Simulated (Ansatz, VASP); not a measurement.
# Mo2CSO (Mo2COS MXene bilayer, AA) in two plane-wave programs, part 2 of 2

Wanted: the spread between two codes on one cell, functional and k mesh. Of the first pair: The structure shown is the start of the Ansatz relaxation below; VASP solves that cell, so the two are compared at the walk's first step.

VASP 6.6.1 and Ansatz 0.2.0.

So far: Set-up; Ansatz: relaxation, PBE with D3(BJ).

## 3. VASP: single point, PBE with D3(BJ), start cell, pair 1

Level of this step: PBE with D3(BJ), no spin polarisation; plane waves and PAW (S, Mo_sv, C, O) (VASP).

The same cell, functional, mesh and smearing now go to VASP, with its own data sets.

Lines of VASP's logs that name or quote its potential files are left out, and so is its time.

INCAR reads:

```
SYSTEM = Mo2CSO
PREC = Accurate
ENCUT = 520
EDIFF = 1E-06
NELM = 120
ISMEAR = -1
SIGMA = 0.05
LREAL = .FALSE.
ALGO = Normal
GGA = PE
IVDW = 12
NBANDS = 54
LASPH = .TRUE.
LORBIT = 11
LWAVE = .FALSE.
LCHARG = .FALSE.
ISIF = 2
LDIPOL = .TRUE.
IDIPOL = 3
DIPOL = 0.5 0.5 0.503
LVHAR = .TRUE.
GGA_COMPAT = .FALSE.
NELMDL = -8
KPAR = 2
```

POSCAR reads:

```
Mo2CSO
1.0
    3.0247360000      0.0000000000      0.0000000000
   -1.5123680000      2.6194980000      0.0000000000
    0.0000000000      0.0000000000     57.5527160000
S Mo C O
2 4 2 2
Direct
    0.3333333333      0.6666666667      0.3848645475
    0.3333333333      0.6666666667      0.5256286775
    0.6666666666      0.3333333334      0.4143741539
    0.3333333333      0.6666666667      0.4558484955
    0.6666666666      0.3333333334      0.5551382840
    0.3333333333      0.6666666667      0.5966126082
    1.0000000000      0.0000000000      0.4351113160
    1.0000000000      0.0000000000      0.5758754461
    0.6666666666      0.3333333334      0.4743713225
    0.6666666666      0.3333333334      0.6151354525
```

KPOINTS reads:

```
Automatic mesh
0
Gamma
12 12 1
0 0 0
```

The projector-augmented-wave data sets are S, Mo_sv, C and O (PBE family, release 64).

The run is started by

```sh
$ mpirun -np 2 vasp_std
```

Numbers of over 12 decimals in the logs are rounded to 6 here.

Output:

```text
[banner, memory and clock lines left out]
running    2 mpi-ranks, on    1 nodes
 distrk:  each k-point on    1 cores,    2 groups
 distr:  one band on    1 cores,    1 groups

 POSCAR found type information on POSCAR S MoC O
 POSCAR found :  4 types and      10 ions
 LDA part: xc-table for (Slater+PW92), standard interpolation
|                                                                             |
|           W    W    AA    RRRRR   N    N  II  N    N   GGGG   !!!           |
|           W    W   A  A   R    R  NN   N  II  NN   N  G    G  !!!           |
|           W    W  A    A  R    R  N N  N  II  N N  N  G       !!!           |
|           W WW W  AAAAAA  RRRRR   N  N N  II  N  N N  G  GGG   !            |
|           WW  WW  A    A  R   R   N   NN  II  N   NN  G    G                |
|           W    W  A    A  R    R  N    N  II  N    N   GGGG   !!!           |
|                                                                             |
|     One of the lattice vectors is very long (>50 A), but AMIN is rather     |
|     large. This can spoil convergence since charge sloshing might occur     |
|     along the long lattice vector. If problems with convergence are         |
|     observed, try to decrease AMIN to a smaller value (e.g. 0.01).          |
|     Note: This warning only applies if the self-consistency cycle is        |
|     used.                                                                   |
|                                                                             |

 POSCAR, INCAR and KPOINTS ok, starting setup
 FFT: planning ... GRIDC
 FFT: planning ... GRID_SOFT
 FFT: planning ... GRID
 WAVECAR not read
 entering main loop
       N       E                     dE             d eps       ncg     rms          rms(c)
DAV:   1     0.846041852980E+03    0.84604E+03   -0.48926E+04  2676   0.136E+03
DAV:   2    -0.271227419714E+02   -0.87316E+03   -0.85721E+03  2576   0.363E+02
DAV:   3    -0.979138993614E+02   -0.70791E+02   -0.68933E+02  2354   0.947E+01
DAV:   4    -0.100939117153E+03   -0.30252E+01   -0.29626E+01  2610   0.180E+01
DAV:   5    -0.101049246329E+03   -0.11013E+00   -0.10936E+00  2518   0.304E+00
DAV:   6    -0.101053749091E+03   -0.45028E-02   -0.44936E-02  2674   0.596E-01
DAV:   7    -0.101053897459E+03   -0.14837E-03   -0.14826E-03  2478   0.983E-02
DAV:   8    -0.101053903816E+03   -0.63573E-05   -0.63543E-05  2238   0.195E-02    0.678E+01
DAV:   9    -0.889581952438E+02    0.12096E+02   -0.11798E+02  2202   0.465E+01    0.227E+01
DAV:  10    -0.526797173946E+03   -0.43784E+03   -0.35997E+03  3384   0.938E+01    0.237E+02
DAV:  11    -0.549815078577E+03   -0.23018E+02   -0.42944E+02  2556   0.560E+01    0.158E+02
DAV:  12    -0.142189297045E+03    0.40763E+03   -0.67356E+02  2956   0.450E+01    0.890E+01
DAV:  13    -0.103737031364E+03    0.38452E+02   -0.20998E+02  2608   0.282E+01    0.405E+01
DAV:  14    -0.972357281001E+02    0.65013E+01   -0.75676E+02  2936   0.439E+01    0.300E+01
[...]
DAV:  65    -0.858859904294E+02   -0.28531E-04   -0.10303E-05  2066   0.119E-02    0.108E-02
DAV:  66    -0.858860091957E+02   -0.18766E-04   -0.10216E-06  1424   0.361E-03    0.103E-02
DAV:  67    -0.858860244726E+02   -0.15277E-04   -0.35536E-06  1562   0.517E-03    0.869E-03
DAV:  68    -0.858860317617E+02   -0.72890E-05   -0.10678E-06  1284   0.243E-03    0.375E-03
DAV:  69    -0.858860338583E+02   -0.20966E-05   -0.33542E-07  1062   0.180E-03    0.364E-03
DAV:  70    -0.858860364277E+02   -0.25695E-05   -0.43532E-07  1104   0.147E-03    0.200E-03
DAV:  71    -0.858860379685E+02   -0.15408E-05   -0.92081E-08  1068   0.897E-04    0.124E-03
DAV:  72    -0.858860386316E+02   -0.66309E-06   -0.36575E-08  1062   0.601E-04
   1 F= -.89385911E+02 E0= -.89351751E+02  d E =-.683185E-01
```

From OUTCAR (step 3):

```text
ion  position               nearest neighbor table
   1  0.333  0.667  0.385-   3 2.44   3 2.44   3 2.44
   2  0.333  0.667  0.526-   5 2.44   5 2.44   5 2.44
   3  0.667  0.333  0.414-   7 2.12   7 2.12   7 2.12   1 2.44   1 2.44   1 2.44   4 2.96   4 2.96
                             4 2.96
   4  0.333  0.667  0.456-   9 2.05   9 2.05   9 2.05   7 2.12   7 2.12   7 2.12   3 2.96   3 2.96
                             3 2.96
   5  0.667  0.333  0.555-   8 2.12   8 2.12   8 2.12   2 2.44   2 2.44   2 2.44   6 2.96   6 2.96
                             6 2.96
   6  0.333  0.667  0.597-  10 2.05  10 2.05  10 2.05   8 2.12   8 2.12   8 2.12   5 2.96   5 2.96
                             5 2.96
   7  0.000  0.000  0.435-   3 2.12   3 2.12   3 2.12   4 2.12   4 2.12   4 2.12
   8  0.000  0.000  0.576-   5 2.12   6 2.12   6 2.12   5 2.12   6 2.12   5 2.12
   9  0.667  0.333  0.474-   4 2.05   4 2.05   4 2.05
  10  0.667  0.333  0.615-   6 2.05   6 2.05   6 2.05

  LATTYP: Found a hexagonal cell.
 ALAT       =     3.0247360000
 C/A-ratio  =    19.0273518086

 Subroutine GETGRP returns: Found  6 space group operations
 (whereof  6 operations were pure point group operations)

The static configuration has the point symmetry C_3v.

 Found     19 irreducible k-points:

   k-points           NKPTS =     19   k-points in BZ     NKDIM =     19   number of bands    NBANDS=     54

   dimension x,y,z NGX =    24 NGY =   24 NGZ =  432
   dimension x,y,z NGXF=    48 NGYF=   48 NGZF=  864

   ENCUT  =  520.0 eV  38.22 Ry    6.18 a.u.   5.62  5.62107.01*2*pi/ulx,y,z

   NELECT =      88.0000    total number of electrons

 k-points in reciprocal lattice and weights: Automatic mesh
   0.00000000  0.00000000  0.00000000       0.007
   0.08333333 -0.00000000  0.00000000       0.042
   0.16666667  0.00000000  0.00000000       0.042
   0.25000000  0.00000000  0.00000000       0.042
   0.33333333  0.00000000  0.00000000       0.042
   0.41666667 -0.00000000  0.00000000       0.042
   0.50000000  0.00000000  0.00000000       0.021
   0.08333333  0.08333333  0.00000000       0.042
   0.16666667  0.08333333  0.00000000       0.083
[...]
0.33333333  0.25000000  0.00000000       0.083
   0.33333333  0.33333333  0.00000000       0.014

 dipolmoment           0.000000      0.000000      0.028910 electrons x Angstroem

 average (electrostatic) potential at core
       1 -93.3641       2 -93.3467       3 -83.8838       4 -84.4690       5 -83.8855
       6 -84.4871       7 -56.9368       8 -56.9399       9 -77.8404      10 -77.7910

 E-fermi :  -1.2372

 k-point     1 :       0.0000    0.0000    0.0000
  band No.  band energies     occupation
    ...
     46      -1.8871      2.00000
     47      -1.2629      1.25184
     48      -1.2629      1.25184
     49      -1.2612      1.23598
     50      -1.2612      1.23598
     51       0.3420      0.00000
     52       0.3635      0.00000
     53       0.9056      0.00000
     54       0.9077      0.00000

 k-point     2 :       0.0833   -0.0000    0.0000
  band No.  band energies     occupation
    ...
     42      -2.7344      2.00000
     43      -1.7842      1.99996
     44      -1.7568      1.99994
     45      -1.6383      1.99934
     46      -1.5803      1.99791
     47      -1.1764      0.45754
     48      -1.1694      0.40969
     49      -1.0721      0.07101
     50      -1.0694      0.06737
     51       0.4950      0.00000
    ...

 k-point     3 :       0.1667    0.0000    0.0000
  band No.  band energies     occupation
    ...
     42      -3.2077      2.00000
     43      -1.8013      1.99997
     44      -1.7785      1.99996
     45      -1.4415      1.96693
     46      -1.2916      1.49653
     47      -1.0026      0.01819
     48      -0.9826      0.01223
     49      -0.4378      0.00000
     50      -0.4306      0.00000
     51       0.2841      0.00000
    ...

 Edisp (eV)   -3.49987

  Total       9.18868     9.18868     2.20339     0.00000     0.00000     0.00000
  in kB      32.28437    32.28436     7.74159     0.00000     0.00000     0.00000
  external pressure =       24.10 kB  Pullay stress =        0.00 kB

  energy-cutoff  :      520.00
  volume of cell :      456.01
      direct lattice vectors                 reciprocal lattice vectors
     3.024736000  0.000000000  0.000000000     0.330607365  0.190876267  0.000000000
    -1.512368000  2.619498000  0.000000000     0.000000000  0.381752534  0.000000000
     0.000000000  0.000000000 57.552716000     0.000000000  0.000000000  0.017375375

 POSITION                                       TOTAL-FORCE (eV/Angst)
 -----------------------------------------------------------------------------------
     -0.00000      1.74633     22.15000         0.000000      0.000000     -0.093530
     -0.00000      1.74633     30.25136        -0.000000      0.000000     -0.098736
      1.51237      0.87317     23.84836         0.000000      0.000000      0.080809
     -0.00000      1.74633     26.23532        -0.000000      0.000000     -1.086085
      1.51237      0.87317     31.94972         0.000000      0.000000      0.017747
     -0.00000      1.74633     34.33668        -0.000000      0.000000     -1.053468
      0.00000      0.00000     25.04184         0.000000      0.000000     -0.005427
      0.00000      0.00000     33.14320         0.000000      0.000000     -0.021562
      1.51237      0.87317     27.30136        -0.000000     -0.000000      1.189410
      1.51237      0.87317     35.40272         0.000000      0.000000      1.070843
 -----------------------------------------------------------------------------------
    total drift:                                0.000002      0.000011     -0.000177

  FREE ENERGIE OF THE ION-ELECTRON SYSTEM (eV)
  ---------------------------------------------------
  free  energy   TOTEN  =       -89.3859106988 eV

  energy  without entropy=      -89.3175921499  energy(sigma->0) =      -89.35175142

 vacuum level on the upper side and lower side of the slab         4.495         3.835

 total charge
# of ion       s       p       d       tot
------------------------------------------
    1        1.373   2.326   0.000   3.699
    2        1.376   2.320   0.000   3.696
    3        2.306   6.260   4.042  12.608
    4        2.300   6.276   3.906  12.482
    5        2.306   6.261   4.040  12.607
    6        2.301   6.277   3.899  12.476
    7        0.892   1.597   0.000   2.489
    8        0.892   1.597   0.000   2.489
    9        1.577   3.436   0.000   5.012
   10        1.576   3.432   0.000   5.008
--------------------------------------------------
tot         16.899  39.781  15.887  72.567

[... 3 further parts left out ...]
```

This run has no spin polarisation, so a moment on Mo, if there is one, isn't seen.

## 4. Side by side

Known differences besides the potentials themselves: Ansatz cuts the interaction across the vacuum, VASP repeats the sheet with a dipole correction; the cutoff is 420 eV in Ansatz and 520 eV in VASP. Total energies have different zeros and are not compared.

Forces (eV/Å; atoms numbered as in POSCAR):

```csv
atom,"Ansatz x, y, z","VASP x, y, z"
S1,"0.000, 0.000, -0.103","0.000, 0.000, -0.094"
S2,"0.000, 0.000, -0.109","0.000, 0.000, -0.099"
Mo3,"0.000, 0.000, 0.112","0.000, 0.000, 0.081"
Mo4,"0.000, 0.000, -1.052","0.000, 0.000, -1.086"
Mo5,"0.000, 0.000, 0.048","0.000, 0.000, 0.018"
Mo6,"0.000, 0.000, -1.029","0.000, 0.000, -1.053"
C7,"0.000, 0.000, -0.009","0.000, 0.000, -0.005"
C8,"0.000, 0.000, -0.025","0.000, 0.000, -0.022"
O9,"0.000, 0.000, 1.137","0.000, 0.000, 1.189"
O10,"0.000, 0.000, 1.030","0.000, 0.000, 1.071"
```

The forces differ by 17 meV/Å r.m.s., which is 4.1 % of the r.m.s. force of 0.403 eV/Å (both taken over all components). With vacuum in the cell, a pressure given here is an average over mostly empty space and none of the material.

## 5. Ansatz: relaxation, PBE with D3(BJ)

This run makes the geometry at which the two programs are then compared.

The structure compared here is the end of the Ansatz relaxation.

input.yaml reads:

```yaml
crystal:
  lattice:
    - [3.024736, 0.0, 0.0]
    - [-1.512368, 2.6194982157, 0.0]
    - [0.0, 0.0, 57.5527158839]
  atoms:
    - { symbol: S, position: [0.3333333333, 0.6666666667, 0.3848645483] }
    - { symbol: Mo, position: [0.6666666667, 0.3333333333, 0.4143741555] }
    - { symbol: C, position: [0.0, 0.0, 0.4351113218] }
    - { symbol: Mo, position: [0.3333333333, 0.6666666667, 0.4558484881] }
    - { symbol: O, position: [0.6666666667, 0.3333333333, 0.4743713224] }
    - { symbol: S, position: [0.3333333333, 0.6666666667, 0.5256286776] }
    - { symbol: Mo, position: [0.6666666667, 0.3333333333, 0.5551382849] }
    - { symbol: C, position: [0.0, 0.0, 0.5758754512] }
    - { symbol: Mo, position: [0.3333333333, 0.6666666667, 0.5966126175] }
    - { symbol: O, position: [0.6666666667, 0.3333333333, 0.6151354517] }
  periodic: [true, true, false]
kpoints:
  mp_grid: { grid: [12, 12, 1] }
hamiltonian:
  xc: pbe
  dispersion: d3bj
scf:
  occupations: { method: fermi_dirac, width: 0.05 }
  convergence: { dr2_threshold: 1.0e-09 }
relax:
  f_tol: 0.004
  max_steps: 90
  cell: {}
output:
  write_potential: true
  write_density: true
  volumetric_format: npy
```

The run is started by

```sh
$ ansatz run input.yaml --threads 4 --pin off --max-ram 6144MiB --backend cpu --events-out ev --progress --plain --runs-dir out
```

Output:

```text
[...]
Crystal: 10 atoms, lattice volume = 456.007 Å³
Basis set: ecut = 420 eV, 8773 PW (Γ), exchange–correlation on 48×48×800 points (8 copies of the dense FFT grid, shifted against one another)
Bands: 54, of which v1, the nominal top of the filled ones, is band 44 counted from 1 (43 counted from 0)
Symmetry: 6 space group operations
[...]
- { symbol: Mo, position: [0.333333, 0.666667, 0.458035] }
    - { symbol: O, position: [0.666667, 0.333333, 0.477205] }
    - { symbol: S, position: [0.333333, 0.666667, 0.523544] }
    - { symbol: Mo, position: [0.666667, 0.333333, 0.552261] }
    - { symbol: C, position: [-1.230321520108641e-17, -3.515204343167545e-18, 0.571552] }
    - { symbol: Mo, position: [0.333333, 0.666667, 0.590543] }
    - { symbol: O, position: [0.666667, 0.333333, 0.609556] }
[key lines of the parts left out:]
SCF converged after 4 iterations
Free energy (F): -23269.493261 eV
Fermi energy:    -5.697584 eV
P = ½ c Tr σ = 0.0007 N/m
```

## 6. VASP: single point, PBE with D3(BJ), relaxed cell, pair 2

The same cell, functional, mesh and smearing now go to VASP, with its own data sets.

INCAR is that of step 3.

POSCAR reads:

```
Mo2CSO
1.0
    3.1393748940      0.0000000000      0.0000000000
   -1.5696874470      2.7187784102      0.0000000000
    0.0000000000      0.0000000000     57.5527158839
S Mo C O
2 4 2 2
Direct
    0.3333333333      0.6666666667      0.3911251617
    0.3333333333      0.6666666667      0.5235444105
    0.6666666666      0.3333333334      0.4199597866
    0.3333333333      0.6666666667      0.4580346864
    0.6666666666      0.3333333334      0.5522610569
    0.3333333333      0.6666666667      0.5905428868
    1.0000000000      0.0000000000      0.4391791927
    1.0000000000      0.0000000000      0.5715521660
    0.6666666666      0.3333333334      0.4772054354
    0.6666666666      0.3333333334      0.6095555359
```

KPOINTS is that of step 3.

The run is started by

```sh
$ mpirun -np 2 vasp_std
```

Output:

```text
[banner, memory and clock lines left out]
running    2 mpi-ranks, on    1 nodes
[...]
LDA part: xc-table for (Slater+PW92), standard interpolation
 [... a notice as in an earlier step ...]

 POSCAR, INCAR and KPOINTS ok, starting setup
[...]
entering main loop
       N       E                     dE             d eps       ncg     rms          rms(c)
DAV:   1     0.832102213231E+03    0.83210E+03   -0.48265E+04  2676   0.135E+03
DAV:   2    -0.288231208070E+02   -0.86093E+03   -0.84740E+03  2656   0.355E+02
DAV:   3    -0.991711803673E+02   -0.70348E+02   -0.68256E+02  2368   0.934E+01
DAV:   4    -0.102089776529E+03   -0.29186E+01   -0.28657E+01  2654   0.178E+01
[...]
DAV:  42    -0.865094320154E+02   -0.39403E-05   -0.40000E-05  2634   0.276E-02    0.508E-02
DAV:  43    -0.865094357021E+02   -0.36867E-05   -0.41312E-06  1852   0.825E-03    0.508E-02
DAV:  44    -0.865094356481E+02    0.54073E-07   -0.16690E-07  1116   0.182E-03
   1 F= -.89893501E+02 E0= -.89874100E+02  d E =-.388007E-01
```

Parts of OUTCAR (step 6):

```text
 Edisp (eV)   -3.38407

  Total       0.31243     0.31243     0.19111     0.00000    -0.00000    -0.00000
  in kB       1.01901     1.01901     0.62333     0.00000    -0.00000    -0.00000
  external pressure =        0.89 kB  Pullay stress =        0.00 kB

 POSITION                                       TOTAL-FORCE (eV/Angst)
 -----------------------------------------------------------------------------------
     -0.00000      1.81252     22.51032        -0.000000     -0.000000      0.011733
     -0.00000      1.81252     30.13140         0.000000     -0.000000      0.012088
      1.56969      0.90626     24.16983        -0.000000      0.000000     -0.055600
     -0.00000      1.81252     26.36114         0.000000     -0.000000      0.003494
      1.56969      0.90626     31.78412         0.000000      0.000000     -0.052828
     -0.00000      1.81252     33.98735        -0.000000     -0.000000      0.003364
      0.00000      0.00000     25.27596        -0.000000     -0.000000      0.000312
      0.00000      0.00000     32.89438        -0.000000     -0.000000      0.004085
      1.56969      0.90626     27.46447         0.000000     -0.000000      0.042490
      1.56969      0.90626     35.08158         0.000000     -0.000000      0.030862
 -----------------------------------------------------------------------------------
    total drift:                                0.000003     -0.000001     -0.005179

  FREE ENERGIE OF THE ION-ELECTRON SYSTEM (eV)
  ---------------------------------------------------
  free  energy   TOTEN  =       -89.8935008620 eV

  energy  without entropy=      -89.8547001288  energy(sigma->0) =      -89.87410050

[... 1 part as in an earlier step ...]

[... 2 further parts left out ...]
[key lines of the parts left out:]
E-fermi :  -1.7949
```

## 7. Side by side

At this near-relaxed geometry the largest component of a force difference is 56 meV/Å. VASP's last cycles still show a density residual of 5e-03, so its state may not be settled. With vacuum in the cell, a pressure given here is an average over mostly empty space and none of the material.

## 8. What came out

| Quantity | Value |
| --- | --- |
| r.m.s. force difference (single point, PBE with D3(BJ), start cell, pair 1) | 4.1 % of the r.m.s. force |
| r.m.s. force difference (single point, PBE with D3(BJ), relaxed cell, pair 2) | 17 meV/Å |

What this shows: The r.m.s. force difference is 17 meV/Å (single point, PBE with D3(BJ), relaxed cell, pair 2), beyond the 12 meV/Å picked in this series as the mark of a large difference. What causes the difference of the single point, PBE with D3(BJ), start cell, pair 1 pair stays open here. What causes the difference of the single point, PBE with D3(BJ), relaxed cell, pair 2 pair stays open here. How closely two codes agree says nothing of how well the functional describes the real material.

[Lines on the potential files, build, host, timing and source positions are cut from VASP's logs without a mark.]

[Logs are printed without paths, hosts, clocks, repeated set-up lines and the standing remarks that a program may print on its own settings, such as how far it seeks lower states.]

[Hosts, paths, dates, database ids (printed as entryN), source tags and the programs' standing remarks are cut or masked in the printed files.]
